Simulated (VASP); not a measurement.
Level of theory: r2SCAN meta-GGA, VASP's PBE PAW potentials (set 64) (plane waves; VASP).

The input files of a VASP run:

KPOINTS:
```
kpoints
0
G
  9 9 9
```

File POSCAR:
```
Bi
1
    4.1658200000    -2.2750000000     0.0000000000
    4.1658200000     2.2750000000     0.0000000000
    2.9234170000     0.0000000000     3.7394270000
Bi
2
Direct
  0.2340000000   0.2340000000   0.2340000000
  0.7660000000   0.7660000000   0.7660000000
```

**INCAR**
```
SYSTEM = Bi
PREC = Accurate
ENCUT = 520
EDIFF = 1E-6
NELM = 100
ALGO = Normal
LREAL = .FALSE.
LASPH = .TRUE.
ISMEAR = 1
SIGMA = 0.1
METAGGA = R2SCAN
LMIXTAU = .TRUE.
LMAXMIX = 4
LWAVE = .FALSE.
LCHARG = .FALSE.
IBRION = 2
ISIF = 3
NSW = 60
EDIFFG = -0.01
```

POTCAR, in this order: Bi_d (PBE.64 set). Program: vasp_std.

The resulting files:

OUTCAR:
```
 ion  position               nearest neighbor table
   1  0.234  0.234  0.234-   2 3.07   2 3.07   2 3.07   2 3.53   2 3.53   2 3.53
   2  0.766  0.766  0.766-   1 3.07   1 3.07   1 3.07   1 3.53   1 3.53   1 3.53
  LATTYP: Found a trigonal (rhomboedric) cell.
 ALAT       =     4.7465441399
 COS(alpha) =     0.5405504351
 Subroutine PRICEL returns:
 Original cell was already a primitive cell.
 Subroutine GETGRP returns: Found 12 space group operations
The static configuration has the point symmetry D_3d.
The dynamic configuration has the point symmetry D_3d.
 Subroutine INISYM returns: Found 12 space group operations
 Subroutine IBZKPT returns following result:
 Found     85 irreducible k-points:

 Following reciprocal coordinates:
            Coordinates               Weight
  0.000000  0.000000  0.000000      1.000000
  0.111111 -0.000000  0.000000      6.000000
  0.222222 -0.000000  0.000000      6.000000
  0.333333  0.000000 -0.000000      6.000000
  0.444444 -0.000000  0.000000      6.000000
  0.111111  0.111111 -0.000000      6.000000
  0.222222  0.111111  0.000000     12.000000
  0.333333  0.111111  0.000000     12.000000
  0.444444  0.111111  0.000000     12.000000
 -0.444444  0.111111  0.000000     12.000000
 -0.333333  0.111111  0.000000     12.000000
 -0.222222  0.111111  0.000000     12.000000
 -0.111111  0.111111  0.000000      6.000000
  0.222222  0.222222 -0.000000      6.000000
  0.333333  0.222222  0.000000     12.000000
  0.444444  0.222222  0.000000     12.000000
 -0.444444  0.222222  0.000000     12.000000
 -0.333333  0.222222  0.000000     12.000000
 -0.222222  0.222222  0.000000      6.000000
  0.333333  0.333333 -0.000000      6.000000
  0.444444  0.333333 -0.000000     12.000000
 -0.444444  0.333333 -0.000000     12.000000
 -0.333333  0.333333  0.000000      6.000000
...
```

File OSZICAR:
```
...
DAV:   5    -0.117003688546E+03   -0.15441E-03   -0.54264E-05  3230   0.624E-02    0.102E-02
DAV:   6    -0.117003698965E+03   -0.10419E-04   -0.21328E-05  3498   0.595E-02    0.508E-03
DAV:   7    -0.117003712121E+03   -0.13156E-04   -0.13508E-05  2630   0.383E-02    0.141E-03
DAV:   8    -0.117003713648E+03   -0.15266E-05   -0.14310E-06  2568   0.140E-02    0.987E-04
DAV:   9    -0.117003713593E+03    0.54678E-07   -0.76642E-07  1878   0.112E-02
   3 F= -.11700371E+03 E0= -.11700390E+03  d E =-.288596E-02
       N       E                     dE             d eps       ncg     rms          rms(c)
DAV:   1    -0.117010231805E+03   -0.65182E-02   -0.59339E-01  4052   0.686E+00    0.430E-01
DAV:   2    -0.117006909953E+03    0.33219E-02   -0.21316E-02  4087   0.208E+00    0.251E-01
DAV:   3    -0.117004326352E+03    0.25836E-02   -0.74706E-03  3963   0.145E+00    0.439E-02
DAV:   4    -0.117004276000E+03    0.50352E-04   -0.48026E-03  3230   0.685E-01    0.304E-02
DAV:   5    -0.117005289956E+03   -0.10140E-02   -0.81281E-04  3230   0.217E-01    0.121E-02
DAV:   6    -0.117005278493E+03    0.11463E-04   -0.38537E-05  3968   0.618E-02    0.533E-03
DAV:   7    -0.117005295712E+03   -0.17219E-04   -0.34826E-05  3241   0.607E-02    0.246E-03
DAV:   8    -0.117005302873E+03   -0.71601E-05   -0.68317E-06  2652   0.324E-02    0.859E-04
DAV:   9    -0.117005303759E+03   -0.88641E-06   -0.88819E-07  2217   0.140E-02
   4 F= -.11700530E+03 E0= -.11700549E+03  d E =-.159017E-02
       N       E                     dE             d eps       ncg     rms          rms(c)
DAV:   1    -0.117041504678E+03   -0.36202E-01   -0.42745E+00  3996   0.187E+01    0.114E+00
DAV:   2    -0.117019711322E+03    0.21793E-01   -0.16139E-01  4055   0.530E+00    0.665E-01
DAV:   3    -0.117000215022E+03    0.19496E-01   -0.53874E-02  3878   0.371E+00    0.118E-01
DAV:   4    -0.117001794731E+03   -0.15797E-02   -0.31492E-02  3230   0.169E+00    0.785E-02
DAV:   5    -0.117007839326E+03   -0.60446E-02   -0.55463E-03  3230   0.585E-01    0.298E-02
DAV:   6    -0.117007666051E+03    0.17327E-03   -0.41061E-04  3419   0.184E-01    0.147E-02
DAV:   7    -0.117007868222E+03   -0.20217E-03   -0.28910E-04  3233   0.165E-01    0.627E-03
DAV:   8    -0.117007911401E+03   -0.43179E-04   -0.45808E-05  3710   0.844E-02    0.252E-03
DAV:   9    -0.117007916452E+03   -0.50508E-05   -0.51775E-06  2703   0.324E-02    0.130E-03
DAV:  10    -0.117007915210E+03    0.12421E-05   -0.19803E-06  2556   0.174E-02    0.389E-04
DAV:  11    -0.117007917696E+03   -0.24861E-05   -0.81481E-07  2334   0.128E-02    0.411E-04
DAV:  12    -0.117007917765E+03   -0.69224E-07   -0.73968E-08  1624   0.429E-03
   5 F= -.11700792E+03 E0= -.11700796E+03  d E =-.420417E-02
       N       E                     dE             d eps       ncg     rms          rms(c)
DAV:   1    -0.117134014383E+03   -0.12610E+00   -0.17290E+01  4072   0.383E+01    0.222E+00
DAV:   2    -0.117055053782E+03    0.78961E-01   -0.65947E-01  3854   0.101E+01    0.130E+00
DAV:   3    -0.116967191985E+03    0.87862E-01   -0.22078E-01  3722   0.682E+00    0.235E-01
DAV:   4    -0.116984334028E+03   -0.17142E-01   -0.11998E-01  3233   0.307E+00    0.155E-01
DAV:   5    -0.117006351765E+03   -0.22018E-01   -0.20217E-02  3244   0.119E+00    0.593E-02
DAV:   6    -0.117004817018E+03    0.15347E-02   -0.24142E-03  3323   0.421E-01    0.349E-02
DAV:   7    -0.117006551835E+03   -0.17348E-02   -0.14762E-03  3239   0.352E-01    0.128E-02
DAV:   8    -0.117006649543E+03   -0.97708E-04   -0.13509E-04  3844   0.142E-01    0.537E-03
DAV:   9    -0.117006651267E+03   -0.17240E-05   -0.35459E-05  3619   0.829E-02    0.352E-03
DAV:  10    -0.117006664344E+03   -0.13077E-04   -0.16402E-05  3242   0.542E-02    0.163E-03
DAV:  11    -0.117006673404E+03   -0.90597E-05   -0.18152E-06  2638   0.192E-02    0.442E-04
DAV:  12    -0.117006673125E+03    0.27814E-06   -0.13321E-07  1711   0.509E-03
   6 F= -.11700667E+03 E0= -.11700661E+03  d E =-.295953E-02
       N       E                     dE             d eps       ncg     rms          rms(c)
DAV:   1    -0.117055524165E+03   -0.48851E-01   -0.62938E+00  3725   0.209E+01    0.138E+00
DAV:   2    -0.117024708692E+03    0.30815E-01   -0.26475E-01  3561   0.633E+00    0.823E-01
DAV:   3    -0.117000017687E+03    0.24691E-01   -0.78266E-02  3868   0.451E+00    0.130E-01
DAV:   4    -0.116999838919E+03    0.17877E-03   -0.41599E-02  3236   0.201E+00    0.944E-02
DAV:   5    -0.117008263977E+03   -0.84251E-02   -0.85834E-03  3236   0.679E-01    0.401E-02
DAV:   6    -0.117008285935E+03   -0.21958E-04   -0.44072E-04  4036   0.229E-01    0.143E-02
DAV:   7    -0.117008325139E+03   -0.39204E-04   -0.19705E-04  3242   0.157E-01    0.837E-03
DAV:   8    -0.117008367360E+03   -0.42221E-04   -0.78911E-05  3436   0.107E-01    0.236E-03
DAV:   9    -0.117008392704E+03   -0.25344E-04   -0.83784E-06  3018   0.368E-02    0.129E-03
DAV:  10    -0.117008390545E+03    0.21585E-05   -0.11549E-06  2470   0.143E-02    0.468E-04
DAV:  11    -0.117008392958E+03   -0.24129E-05   -0.12565E-06  2492   0.164E-02    0.229E-04
DAV:  12    -0.117008393158E+03   -0.20047E-06   -0.15071E-07  1627   0.617E-03
   7 F= -.11700839E+03 E0= -.11700834E+03  d E =-.467957E-02
       N       E                     dE             d eps       ncg     rms          rms(c)
DAV:   1    -0.117008564312E+03   -0.17135E-03   -0.18624E-02  4195   0.118E+00    0.755E-02
DAV:   2    -0.117008445697E+03    0.11861E-03   -0.53703E-04  4039   0.369E-01    0.434E-02
DAV:   3    -0.117008363376E+03    0.82321E-04   -0.21377E-04  3701   0.248E-01    0.742E-03
DAV:   4    -0.117008348564E+03    0.14812E-04   -0.18761E-04  3236   0.125E-01    0.560E-03
DAV:   5    -0.117008394182E+03   -0.45617E-04   -0.22347E-05  3236   0.343E-02    0.281E-03
DAV:   6    -0.117008398020E+03   -0.38387E-05   -0.27502E-06  2607   0.144E-02    0.103E-03
DAV:   7    -0.117008398444E+03   -0.42375E-06   -0.15427E-06  2516   0.139E-02
   8 F= -.11700840E+03 E0= -.11700835E+03  d E =-.468485E-02
       N       E                     dE             d eps       ncg     rms          rms(c)
DAV:   1    -0.117017912650E+03   -0.95146E-02   -0.30604E-01  3515   0.881E+00    0.512E-01
DAV:   2    -0.117009892033E+03    0.80206E-02   -0.17339E-02  3491   0.209E+00    0.219E-01
DAV:   3    -0.117008033949E+03    0.18581E-02   -0.76774E-03  4178   0.131E+00    0.259E-02
DAV:   4    -0.117008022802E+03    0.11147E-04   -0.11114E-03  3230   0.278E-01    0.163E-02
DAV:   5    -0.117008262242E+03   -0.23944E-03   -0.73230E-05  3230   0.728E-02    0.124E-02
DAV:   6    -0.117008302769E+03   -0.40527E-04   -0.36508E-05  3313   0.747E-02    0.646E-03
DAV:   7    -0.117008323794E+03   -0.21025E-04   -0.19823E-05  3242   0.462E-02    0.173E-03
DAV:   8    -0.117008326332E+03   -0.25381E-05   -0.19378E-06  2592   0.159E-02    0.112E-03
DAV:   9    -0.117008327128E+03   -0.79653E-06   -0.42057E-07  1735   0.560E-03
   9 F= -.11700833E+03 E0= -.11700828E+03  d E =0.713156E-04
       N       E                     dE             d eps       ncg     rms          rms(c)
DAV:   1    -0.117012471993E+03   -0.41457E-02   -0.12786E-01  3515   0.564E+00    0.333E-01
DAV:   2    -0.117009053661E+03    0.34183E-02   -0.73728E-03  3488   0.136E+00    0.142E-01
DAV:   3    -0.117008289838E+03    0.76382E-03   -0.31961E-03  4186   0.849E-01    0.167E-02
DAV:   4    -0.117008299480E+03   -0.96417E-05   -0.44986E-04  3230   0.177E-01    0.105E-02
DAV:   5    -0.117008399986E+03   -0.10051E-03   -0.32069E-05  3236   0.484E-02    0.791E-03
DAV:   6    -0.117008414509E+03   -0.14522E-04   -0.14095E-05  3321   0.467E-02    0.405E-03
DAV:   7    -0.117008423702E+03   -0.91930E-05   -0.82795E-06  2562   0.307E-02    0.955E-04
DAV:   8    -0.117008424891E+03   -0.11895E-05   -0.87124E-07  2302   0.120E-02    0.814E-04
DAV:   9    -0.117008424548E+03    0.34340E-06   -0.17533E-07  1624   0.591E-03
  10 F= -.11700842E+03 E0= -.11700838E+03  d E =-.261039E-04
```

### OUTCAR
```
------------------------ aborting loop because EDIFF is reached ----------------------------------------
  FORCE on cell =-STRESS in cart. coord.  units (eV):
  Direction    XX          YY          ZZ          XY          YZ          ZX
  --------------------------------------------------------------------------------------
  Total       -0.0039037      0.0015720      0.0009676      0.0000000      0.0000000     -0.0018193
  in kB       -0.0855319      0.0344436      0.0212000      0.0000000      0.0000000     -0.0398612
  external PRESSURE =      -0.0099628 kB  Pullay stress =       0.0000000 kB
  volume of cell :       73.12
      direct lattice vectors                 reciprocal lattice vectors
     4.308207710 -2.267711524  0.051741666     0.117200906 -0.220486598 -0.095200750
     4.308207710  2.267711524  0.051741666     0.117200906  0.220486598 -0.095200750
     3.069785022  0.000000000  3.779188562    -0.003209245 -0.000000000  0.267213894
 POSITION                                       TOTAL-FORCE (eV/Angst)
 -----------------------------------------------------------------------------------
      2.71056      0.00000      0.90057        -0.003233      0.000000     -0.001074
      8.97564      0.00000      2.98211         0.003233      0.000000      0.001074
 -----------------------------------------------------------------------------------
    total drift:                               -0.000000     -0.000000     -0.000000
  FREE ENERGIE OF THE ION-ELECTRON SYSTEM (eV)
  ---------------------------------------------------
  free  energy   TOTEN  =      -117.0084245478 eV

  energy  without entropy=     -117.0082838447  energy(sigma->0) =     -117.00837765

 reached required accuracy - stopping structural energy minimisation
```
(Selected blocks of OUTCAR.)

**CONTCAR**
```
Bi
   1.00000000000000
     4.3082077095558500   -2.2677115240934023    0.0517416661219728
     4.3082077095558500    2.2677115240934023    0.0517416661219728
     3.0697850221175602    0.0000000000000000    3.7791885618347982
  Bi
     2
Direct
     0.2319451299949665    0.2319451299949665    0.2319451299939723
     0.7680548700050335    0.7680548700050335    0.7680548700060277
```

Energy and stress use the plane-wave basis of the starting cell.

The compound is Bi in the a7 structure. This run relaxes it. Symmetry was kept, so distortions that lower it aren't found.
